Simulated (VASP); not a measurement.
**AlCo in VASP: the effect of functional**

The system is AlCo, a slab with vacuum.

```
Co Al
1.0
     2.81940    0.00000    0.00000
     0.00000    2.81940    0.00000
     0.00000    0.00000   24.86791
Co Al
4 4
Direct
  0.50000 0.50000 0.30159
  0.50000 0.50000 0.41497
  0.50000 0.50000 0.52834
  0.50000 0.50000 0.64172
  0.00000 0.00000 0.35828
  0.00000 0.00000 0.47166
  0.00000 0.00000 0.58503
  0.00000 0.00000 0.69841
```

Alike in all runs:

| Property | Result |
| --- | --- |
| Program | VASP 6.6.1 |
| Task | work function |
| Potentials or basis | VASP PAW PBE potentials, release 64 (Co, Al) |
| Cutoff | 520 eV |
| k mesh | 7 × 7 × 1 |
| Occupations | fermi-dirac, width 0.05 eV |
| Spin | collinear spin, ferromagnetic start |
| Starting moments | [2.0, 2.0, 2.0, 2.0, 0.0, 0.0, 0.0, 0.0] μB |

Q: One run gave: moment 1.87 μB; largest force 0.63 eV/Å; work function 4.02 eV. Which functional did it use?
A. PBE
B. RPBE
C. revPBE
D. PBEsol

A: D.

```tsv
functional	moment (μB)	largest force (eV/Å)	work function (eV)
PBE	2.05	0.68	3.91
PBEsol	1.87	0.63	4.02
RPBE	2.18	0.70	3.82
revPBE	2.16	0.70	3.82
```

Caveats: the PAW data sets were made with another functional, which shifts forces and pressure a little (some runs).

Not every run made on this cell is shown here.
